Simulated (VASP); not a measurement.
Data:

```
CELL_PARAMETERS angstrom
     -1.90881     1.90881     4.27018
      1.90881    -1.90881     4.27018
      1.90881     1.90881    -4.27018
ATOMIC_POSITIONS crystal
  Ti 0.00000 0.00000 0.00000
  Al 0.50000 0.50000 0.00000
  Al 0.75000 0.25000 0.50000
  Al 0.25000 0.75000 0.50000
```

Level of theory: PBEsol GGA, VASP's PBE PAW potentials (set 64) (plane waves; VASP 6.6.1). Run with 400 eV cut-off, 13×13×13 Γ-centred mesh, tetrahedra with Blöchl corrections, potentials Ti_sv Al.

The cores are frozen, which limits the accuracy of field gradients.

Problem. Give the principal components of the electric field gradient (V/Å²) and the asymmetry η at each nucleus.

Solution. 
```tsv
atom	Vxx	Vyy	Vzz	η
Ti1	13.3	13.3	-26.6	0.00
Al2	-16.3	-16.3	32.5	0.00
Al3	4.5	4.5	-9.1	0.00
Al4	4.5	4.5	-9.1	0.00
```

The compound is TiAl3 in the sg139 structure. It was relaxed first.
